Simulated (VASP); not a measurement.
A run of VASP 6.6.1 is set up as follows.

The input INCAR:

```
PREC = Accurate
ENCUT = 520
EDIFF = 1E-6
ISMEAR = -1
SIGMA = 0.02
LREAL = Auto
LASPH = T
NELM = 100
ALGO = Fast
ISIF = 2
LWAVE = F
LCHARG = F
GGA = PE
IVDW = 12
NBANDS = 38
```

The input KPOINTS:

```
regular mesh
0
Gamma
  1 1 1
```

File POSCAR:

```
H8SO6
1.0
    5.9758290000      0.0000000000      0.0000000000
    0.0000000000      5.9758290000      0.0000000000
    0.0000000000      0.0000000000      5.9758290000
O H S
6 8 1
Direct
    0.4821088421      0.1573840215      0.4395038747
    0.4005302026      0.7458212074      0.6900297850
    0.6906154778      1.0083119848      0.1288189471
   -0.0210012703      0.7371864222      0.0766420860
    0.0903974997      0.4911117771      0.5678375335
    0.0145753836      0.2843287517      0.1820500553
    0.5822623104      0.0649616982      0.3362378676
    0.5266884310      0.3052630857      0.3852687217
    0.2420584659      0.6728606190      0.6491818959
    0.3937696343      0.8489366078      0.5685738330
    0.8117869504      0.8737867165      0.1039353703
    0.5611439015      0.9355522054      0.0667020425
    0.1190797126      0.8143305305      0.0533315127
    0.0241807455      0.5789154944      0.0294017784
    0.0394422263      0.2751417418      0.4358223771
```

Potentials or basis: VASP PAW PBE potentials, release 64 (O, H, S).

Launch:

```sh
$ cat potpaw_PBE.64/O/POTCAR potpaw_PBE.64/H/POTCAR potpaw_PBE.64/S/POTCAR > POTCAR
$ mpirun -np 1 vasp_gam > vasp.out
```

(1) Predict the band gap on the k mesh.

(2) What does it give for the pressure?

Answers

(1) 2.05 eV, direct.

(2) -1.8 GPa.
